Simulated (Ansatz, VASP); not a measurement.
## ZrB2: VASP beside Ansatz

Aim: how closely do two programs agree when they are given the same cell, functional and k mesh? The cell is taken from a series of runs on this material, whose earlier steps may have relaxed, scaled, displaced or heated it; both programs get it as it stands.

Method: plane waves, with VASP 6.6.1 beside it; zone-centre phonons at LDA, in Ansatz 0.2.0.

## Step 1: The structure

It takes space group P6/mmm (No. 191, hexagonal). Conventional cell: a = 3.050 Å, b = 3.050 Å, c = 3.386 Å, α = 90.00°, β = 90.00°, γ = 120.00°. Nearest to B lie 3 B at 1.76 Å and 6 Zr at 2.44 Å. Nearest to Zr lie 12 B at 2.44 Å. Farther neighbours are not listed.

## Step 2: VASP: zone-centre phonons, LDA

Second derivatives magnify differences that forces hide, and they need a tight electronic threshold.

Lines of VASP's logs that name or quote its potential files are left out, and so is its time.

The input, INCAR:

```
SYSTEM = ZrB2
PREC = Accurate
ENCUT = 500
EDIFF = 1E-08
NELM = 120
ISMEAR = 1
SIGMA = 0.2
LREAL = .FALSE.
ALGO = Normal
GGA = CA
NBANDS = 15
LASPH = .TRUE.
LORBIT = 11
LWAVE = .FALSE.
LCHARG = .FALSE.
ISIF = 2
IBRION = 8
GGA_COMPAT = .FALSE.
KPAR = 2
```

The input, POSCAR:

```
ZrB2
1.0
    3.0504748038      0.0000000000      0.0000000000
   -1.5252374019      2.6417886737      0.0000000000
    0.0000000000      0.0000000000      3.3858840123
B Zr
2 1
Direct
    0.3333333333      0.6666666667      0.5000000000
    0.6666666667      0.3333333333      0.5000000000
    0.0000000000      0.0000000000      0.0000000000
```

The input, KPOINTS:

```
Automatic mesh
0
Gamma
15 15 12
0 0 0
```

Potentials, in the order of the species: B and Zr_sv (LDA family, release 64).

Started as:

```bash
$ mpirun -np 2 vasp_std
```

Numbers of over 12 decimals in the logs are rounded to 6 here.

Output:

```text
[banner, memory and clock lines left out]
running    2 mpi-ranks, on    1 nodes
 distrk:  each k-point on    1 cores,    2 groups
 distr:  one band on    1 cores,    1 groups

 POSCAR found type information on POSCAR B Zr
 POSCAR found :  2 types and       3 ions
 LDA part: xc-table for (Slater(with rela. corr.)+CA(PZ))
 , standard interpolation
 POSCAR, INCAR and KPOINTS ok, starting setup
 FFT: planning ... GRIDC
 FFT: planning ... GRID_SOFT
 FFT: planning ... GRID
 WAVECAR not read
 entering main loop
       N       E                     dE             d eps       ncg     rms          rms(c)
DAV:   1     0.103607548268E+03    0.10361E+03   -0.97045E+03  5670   0.118E+03
DAV:   2    -0.260153911224E+02   -0.12962E+03   -0.12489E+03  7133   0.310E+02
DAV:   3    -0.302217193440E+02   -0.42063E+01   -0.41833E+01  8924   0.490E+01
DAV:   4    -0.302885938884E+02   -0.66875E-01   -0.66867E-01  6483   0.567E+00
DAV:   5    -0.302902236917E+02   -0.16298E-02   -0.16298E-02  8913   0.589E-01    0.279E+01
DAV:   6    -0.273584392620E+02    0.29318E+01   -0.65596E+00  7144   0.189E+01    0.116E+01
DAV:   7    -0.272970990099E+02    0.61340E-01   -0.78074E-01  8305   0.582E+00    0.419E+00
DAV:   8    -0.273002901885E+02   -0.31912E-02   -0.13409E-01  6935   0.330E+00    0.443E-01
DAV:   9    -0.272954097889E+02    0.48804E-02   -0.23952E-02  7019   0.133E+00    0.186E-01
DAV:  10    -0.272950483154E+02    0.36147E-03   -0.13608E-03  6534   0.356E-01    0.514E-02
DAV:  11    -0.272950391321E+02    0.91833E-05   -0.98758E-05  7921   0.915E-02    0.161E-02
DAV:  12    -0.272950383307E+02    0.80140E-06   -0.43156E-06  6623   0.176E-02    0.555E-03
DAV:  13    -0.272950381301E+02    0.20058E-06   -0.76241E-07  8950   0.678E-03    0.216E-03
DAV:  14    -0.272950381212E+02    0.89581E-08   -0.38061E-08  6247   0.209E-03
   1 F= -.27295038E+02 E0= -.27295185E+02  d E =0.441066E-03
 Linear response reoptimize wavefunctions to high precision
DAV:   1    -0.272950381217E+02   -0.56525E-09   -0.84216E-09  8538   0.771E-04
DAV:   2    -0.272950381217E+02   -0.84128E-11   -0.74802E-11  3213   0.843E-05
 Linear response DOF=           4
 Linear response progress:
  Degree of freedom:   1/  4
       N       E                     dE             d eps       ncg     rms          rms(c)
RMM:   1    -0.506611548793E-01   -0.50661E-01   -0.28605E-02 57841   0.113E+00
RMM:   2    -0.451576299384E-01    0.55035E-02   -0.22421E-03 47278   0.259E-01    0.170E-01
RMM:   3    -0.449621042662E-01    0.19553E-03   -0.84620E-04 44548   0.146E-01    0.836E-02
RMM:   4    -0.454992960014E-01   -0.53719E-03   -0.55722E-04 43526   0.117E-01    0.887E-03
RMM:   5    -0.455105301852E-01   -0.11234E-04   -0.61803E-05 53004   0.318E-02    0.262E-03
RMM:   6    -0.455121383101E-01   -0.16081E-05   -0.11094E-05 55962   0.111E-02    0.148E-03
RMM:   7    -0.455086328219E-01    0.35055E-05   -0.20758E-06 56114   0.489E-03    0.332E-04
RMM:   8    -0.455107026003E-01   -0.20698E-05   -0.87436E-07 57954   0.216E-03    0.188E-04
RMM:   9    -0.455101449336E-01    0.55767E-06    0.15684E-07 58982   0.970E-04    0.316E-05
RMM:  10    -0.455102292120E-01   -0.84278E-07   -0.31705E-08 58692   0.453E-04    0.300E-05
RMM:  11    -0.455101007967E-01    0.12842E-06    0.18435E-07 58372   0.219E-04    0.960E-06
RMM:  12    -0.455100685436E-01    0.32253E-07    0.11236E-07 59909   0.110E-04    0.418E-06
RMM:  13    -0.455100548535E-01    0.13690E-07    0.10020E-07 58554   0.558E-05    0.436E-06
RMM:  14    -0.455100531462E-01    0.17073E-08    0.12873E-07 56803   0.304E-05    0.324E-06
RMM:  15    -0.455100598378E-01   -0.66916E-08    0.11259E-07 54325   0.180E-05    0.553E-06
RMM:  16    -0.455100485429E-01    0.11295E-07    0.14088E-07 52972   0.130E-05    0.154E-06
RMM:  17    -0.455100444094E-01    0.41335E-08    0.87047E-08 53086   0.924E-06    0.474E-07
 first order change of Fermi-energy   0.18348E-04
 force on displaced ion       1 direction 1 : -20.322  -0.001   0.000
 Linear response progress:
  Degree of freedom:   2/  4
       N       E                     dE             d eps       ncg     rms          rms(c)
RMM:   1    -0.497584360382E-01   -0.49758E-01   -0.13334E-03 20303   0.120E+00
RMM:   2    -0.469318173946E-01    0.28266E-02   -0.18565E-03 16272   0.262E-01    0.137E-01
RMM:   3    -0.467474569862E-01    0.18436E-03   -0.11126E-03 15633   0.167E-01    0.623E-02
RMM:   4    -0.471729074923E-01   -0.42545E-03   -0.42469E-04 16377   0.104E-01    0.132E-02
RMM:   5    -0.472600326397E-01   -0.87125E-04   -0.64111E-05 18357   0.385E-02    0.410E-03
RMM:   6    -0.472750773149E-01   -0.15045E-04   -0.13408E-05 18920   0.146E-02    0.964E-04
RMM:   7    -0.472675837308E-01    0.74936E-05   -0.10934E-06 19606   0.636E-03    0.285E-04
RMM:   8    -0.472690104178E-01   -0.14267E-05    0.41149E-06 19374   0.301E-03    0.155E-04
RMM:   9    -0.472680051542E-01    0.10053E-05    0.24892E-06 19560   0.153E-03    0.887E-05
RMM:  10    -0.472682796826E-01   -0.27453E-06    0.15698E-06 19973   0.771E-04    0.205E-05
RMM:  11    -0.472683677022E-01   -0.88020E-07    0.10363E-06 20988   0.369E-04    0.124E-05
RMM:  12    -0.472683582846E-01    0.94177E-08    0.76469E-07 20626   0.179E-04    0.854E-06
RMM:  13    -0.472683177702E-01    0.40514E-07    0.49603E-07 20235   0.918E-05    0.401E-06
RMM:  14    -0.472683445609E-01   -0.26791E-07    0.32720E-07 20367   0.486E-05    0.339E-06
RMM:  15    -0.472683414643E-01    0.30966E-08    0.22368E-07 20123   0.269E-05    0.181E-06
RMM:  16    -0.472683388234E-01    0.26410E-08    0.13612E-07 19826   0.158E-05    0.682E-07
RMM:  17    -0.472683387320E-01    0.91397E-10    0.87010E-08 18775   0.103E-05    0.318E-07
 first order change of Fermi-energy  -0.90214E-04
 force on displaced ion       1 direction 3 :  -0.000   0.000 -13.333
 Linear response progress:
  Degree of freedom:   3/  4
       N       E                     dE             d eps       ncg     rms          rms(c)
RMM:   1    -0.658365120117E+00   -0.65837E+00    0.30823E+00 15688   0.151E+01
RMM:   2    -0.601148709379E+00    0.57216E-01   -0.18336E-01 21290   0.281E+00    0.178E-01
RMM:   3    -0.602891000756E+00   -0.17423E-02   -0.31854E-02 25431   0.829E-01    0.560E-02
RMM:   4    -0.604490928786E+00   -0.15999E-02   -0.55293E-03 31447   0.290E-01    0.300E-02
RMM:   5    -0.604888249399E+00   -0.39732E-03   -0.78306E-04 31494   0.107E-01    0.156E-02
RMM:   6    -0.604872808862E+00    0.15441E-04   -0.12973E-04 31814   0.473E-02    0.188E-03
RMM:   7    -0.604851271065E+00    0.21538E-04   -0.33215E-05 32563   0.212E-02    0.245E-03
RMM:   8    -0.604849996813E+00    0.12743E-05   -0.15202E-05 32851   0.114E-02    0.833E-04
RMM:   9    -0.604856328409E+00   -0.63316E-05   -0.76321E-06 33010   0.686E-03    0.202E-04
RMM:  10    -0.604856522073E+00   -0.19366E-06   -0.46795E-06 33737   0.430E-03    0.893E-05
RMM:  11    -0.604856819283E+00   -0.29721E-06   -0.31030E-06 35037   0.296E-03    0.137E-04
RMM:  12    -0.604854425367E+00    0.23939E-05   -0.21600E-06 32776   0.221E-03    0.167E-04
RMM:  13    -0.604853669037E+00    0.75633E-06   -0.16147E-06 33695   0.168E-03    0.232E-04
RMM:  14    -0.604857508784E+00   -0.38397E-05   -0.12009E-06 28666   0.146E-03    0.128E-04
RMM:  15    -0.604860846035E+00   -0.33373E-05   -0.88255E-07 31358   0.116E-03    0.108E-04
RMM:  16    -0.604862834576E+00   -0.19885E-05   -0.68442E-07 31408   0.906E-04    0.119E-04
RMM:  17    -0.604864117394E+00   -0.12828E-05   -0.49221E-07 32192   0.736E-04    0.117E-04
 first order change of Fermi-energy   0.11260E-03
 force on displaced ion       3 direction 1 : -17.502  -0.000   0.000
 Linear response progress:
  Degree of freedom:   4/  4
       N       E                     dE             d eps       ncg     rms          rms(c)
RMM:   1    -0.740498568220E+00   -0.74050E+00    0.27640E+00  6686   0.149E+01
RMM:   2    -0.680689822242E+00    0.59809E-01   -0.16130E-01  8840   0.267E+00    0.204E-01
RMM:   3    -0.684366048634E+00   -0.36762E-02   -0.33917E-02 10254   0.763E-01    0.655E-02
RMM:   4    -0.686612660871E+00   -0.22466E-02   -0.62675E-03 11928   0.278E-01    0.350E-02
RMM:   5    -0.686820435911E+00   -0.20778E-03   -0.91722E-04 12460   0.100E-01    0.223E-02
RMM:   6    -0.686700462512E+00    0.11997E-03   -0.12585E-04 12770   0.466E-02    0.239E-03
RMM:   7    -0.686750495382E+00   -0.50033E-04    0.23635E-05 13042   0.196E-02    0.278E-03
RMM:   8    -0.686740517511E+00    0.99779E-05   -0.59057E-05 12879   0.102E-02    0.856E-04
RMM:   9    -0.686742561005E+00   -0.20435E-05   -0.36199E-05 13798   0.580E-03    0.588E-04
RMM:  10    -0.686743630832E+00   -0.10698E-05   -0.40552E-05 13164   0.389E-03    0.247E-04
RMM:  11    -0.686743259261E+00    0.37157E-06   -0.20008E-05 13318   0.261E-03    0.471E-05
RMM:  12    -0.686744863372E+00   -0.16041E-05   -0.26895E-05 13440   0.186E-03    0.139E-04
RMM:  13    -0.686744489265E+00    0.37411E-06   -0.12996E-05 13820   0.135E-03    0.121E-04
RMM:  14    -0.686744379491E+00    0.10977E-06   -0.18122E-05 13197   0.104E-03    0.110E-04
RMM:  15    -0.686746331309E+00   -0.19518E-05   -0.83661E-06 11691   0.946E-04    0.529E-05
RMM:  16    -0.686746823446E+00   -0.49214E-06   -0.12368E-05 12569   0.665E-04    0.258E-05
RMM:  17    -0.686746802424E+00    0.21022E-07   -0.56655E-06 13522   0.523E-04    0.266E-05
RMM:  18    -0.686747372624E+00   -0.57020E-06   -0.84593E-06 13797   0.419E-04    0.236E-05
RMM:  19    -0.686747114381E+00    0.25824E-06   -0.37847E-06 13807   0.337E-04    0.275E-05
 first order change of Fermi-energy   0.11315E-03
 force on displaced ion       3 direction 3 :  -0.000  -0.000 -20.654
 Linear response finished
```

Parts of OUTCAR (step 2):

```text
ion  position               nearest neighbor table
   1  0.333  0.667  0.500-   2 1.76   2 1.76   2 1.76   3 2.44   3 2.44   3 2.44   3 2.44   3 2.44
                             3 2.44
   2  0.667  0.333  0.500-   1 1.76   1 1.76   1 1.76   3 2.44   3 2.44   3 2.44   3 2.44   3 2.44
                             3 2.44
   3  0.000  0.000  0.000-   1 2.44   2 2.44   1 2.44   2 2.44   2 2.44   2 2.44   1 2.44   1 2.44
                             2 2.44   2 2.44   1 2.44   1 2.44

  LATTYP: Found a hexagonal cell.
 ALAT       =     3.0504748038
 C/A-ratio  =     1.1099531155

 Subroutine GETGRP returns: Found 24 space group operations
 (whereof 24 operations were pure point group operations)

The static configuration has the point symmetry D_6h.

 Found    189 irreducible k-points:

   k-points           NKPTS =    189   k-points in BZ     NKDIM =    189   number of bands    NBANDS=     15

   dimension x,y,z NGX =    24 NGY =   24 NGZ =   28
   dimension x,y,z NGXF=    48 NGYF=   48 NGZF=   56

   ENCUT  =  500.0 eV  36.75 Ry    6.06 a.u.   5.56  5.56  6.17*2*pi/ulx,y,z

   NELECT =      18.0000    total number of electrons

 k-points in reciprocal lattice and weights: Automatic mesh
   0.00000000  0.00000000  0.00000000       0.000
   0.06666667  0.00000000  0.00000000       0.002
   0.13333333  0.00000000  0.00000000       0.002
   0.20000000  0.00000000  0.00000000       0.002
   0.26666667  0.00000000  0.00000000       0.002
   0.33333333  0.00000000  0.00000000       0.002
   0.40000000  0.00000000  0.00000000       0.002
   0.46666667  0.00000000  0.00000000       0.002
   0.06666667  0.06666667  0.00000000       0.002
[...]
0.33333333  0.26666667  0.50000000       0.004
   0.33333333  0.33333333  0.50000000       0.001

 average (electrostatic) potential at core
       1 -25.5485       2 -25.5485       3 -70.5720

  Total        4.4600796      4.4600796      4.4700369      0.0000000     -0.0000000      0.0000000
  in kB      261.8879988    261.8879988    262.4726744      0.0000000     -0.0000000      0.0000000
  external PRESSURE =     262.0828907 kB  Pullay stress =       0.0000000 kB

  energy-cutoff  :      500.00
  volume of cell :       27.29
      direct lattice vectors                 reciprocal lattice vectors
     3.050474804  0.000000000  0.000000000     0.327817820  0.189265707  0.000000000
    -1.525237402  2.641788674  0.000000000     0.000000000  0.378531413  0.000000000
     0.000000000  0.000000000  3.385884012     0.000000000  0.000000000  0.295343844

 POSITION                                       TOTAL-FORCE (eV/Angst)
 -----------------------------------------------------------------------------------
     -0.00000      1.76119      1.69294         0.000000     -0.000000      0.000000
      1.52524      0.88060      1.69294        -0.000000      0.000000      0.000000
      0.00000      0.00000      0.00000         0.000000      0.000000      0.000000
 -----------------------------------------------------------------------------------
    total drift:                               -0.000000      0.000000      0.000000

 Eigenvectors and eigenvalues of the dynamical matrix
 ----------------------------------------------------

   1 f  =   26.849528 THz   168.700558 2PiTHz  895.603840 cm-1   111.040674 meV
             X         Y         Z           dx          dy          dz
     -0.000000  1.761192  1.692942     0.000008   -0.707107   -0.000000
      1.525237  0.880596  1.692942    -0.000008    0.707107    0.000000
      0.000000  0.000000  0.000000     0.000000    0.000000    0.000000

   2 f  =   26.849528 THz   168.700558 2PiTHz  895.603840 cm-1   111.040674 meV
             X         Y         Z           dx          dy          dz
     -0.000000  1.761192  1.692942    -0.707107   -0.000008    0.000000
      1.525237  0.880596  1.692942     0.707107    0.000008   -0.000000
      0.000000  0.000000  0.000000     0.000000    0.000000    0.000000

   3 f  =   19.220250 THz   120.764393 2PiTHz  641.118532 cm-1    79.488531 meV
             X         Y         Z           dx          dy          dz
     -0.000000  1.761192  1.692942     0.000000   -0.000000   -0.707107
      1.525237  0.880596  1.692942     0.000000   -0.000000    0.707107
      0.000000  0.000000  0.000000    -0.000000    0.000000    0.000000

   4 f  =   16.992421 THz   106.766531 2PiTHz  566.806161 cm-1    70.274976 meV
             X         Y         Z           dx          dy          dz
     -0.000000  1.761192  1.692942    -0.000000    0.000000   -0.635750
      1.525237  0.880596  1.692942    -0.000000    0.000000   -0.635750
      0.000000  0.000000  0.000000    -0.000000    0.000000    0.437771

   5 f  =   15.647054 THz    98.313338 2PiTHz  521.929532 cm-1    64.710986 meV
             X         Y         Z           dx          dy          dz
     -0.000000  1.761192  1.692942    -0.000003   -0.635798    0.000000
      1.525237  0.880596  1.692942    -0.000003   -0.635798   -0.000000
      0.000000  0.000000  0.000000     0.000002    0.437632    0.000000

   6 f  =   15.647054 THz    98.313338 2PiTHz  521.929532 cm-1    64.710986 meV
             X         Y         Z           dx          dy          dz
     -0.000000  1.761192  1.692942    -0.635798    0.000003   -0.000000
      1.525237  0.880596  1.692942    -0.635798    0.000003    0.000000
      0.000000  0.000000  0.000000     0.437632   -0.000002    0.000000

   7 f/i=    0.000794 THz     0.004990 2PiTHz    0.026493 cm-1     0.003285 meV
             X         Y         Z           dx          dy          dz
     -0.000000  1.761192  1.692942    -0.000000    0.000000    0.309551
      1.525237  0.880596  1.692942    -0.000000    0.000000    0.309551
      0.000000  0.000000  0.000000    -0.000000    0.000000    0.899087

   8 f/i=    0.001675 THz     0.010525 2PiTHz    0.055875 cm-1     0.006928 meV
             X         Y         Z           dx          dy          dz
     -0.000000  1.761192  1.692942     0.309453    0.000000   -0.000000
      1.525237  0.880596  1.692942     0.309453    0.000000    0.000000
      0.000000  0.000000  0.000000     0.899154    0.000000    0.000000

   9 f/i=    0.001675 THz     0.010525 2PiTHz    0.055875 cm-1     0.006928 meV
             X         Y         Z           dx          dy          dz
     -0.000000  1.761192  1.692942     0.000000   -0.309453    0.000000
      1.525237  0.880596  1.692942     0.000000   -0.309453    0.000000
      0.000000  0.000000  0.000000     0.000000   -0.899154    0.000000

 ELASTIC MODULI CONTR FROM IONIC RELAXATION (kBar)
 Direction    XX          YY          ZZ          XY          YZ          ZX
 --------------------------------------------------------------------------------
 XX          -1.4633      1.4633     -0.0000     -0.0000      0.0000      0.0000
 YY           1.4633     -1.4633      0.0000      0.0000     -0.0000      0.0000
 ZZ          -0.0000      0.0000     -0.0000     -0.0000      0.0000      0.0000
 XY          -0.0000      0.0000     -0.0000     -1.4633     -0.0000      0.0000
 YZ           0.0000     -0.0000      0.0000     -0.0000     -0.0000      0.0000
 ZX           0.0000      0.0000      0.0000      0.0000      0.0000      0.0000
 --------------------------------------------------------------------------------
```

[end of part 1 of 2]

[Lines on the potential files, build, host, timing and source positions are cut from VASP's logs without a mark.]

[Logs are printed without paths, hosts, clocks, repeated set-up lines and the standing remarks that a program may print on its own settings, such as how far it seeks lower states.]

[Hosts, paths, dates, database ids (printed as entryN), source tags and the programs' standing remarks are cut or masked in the printed files.]
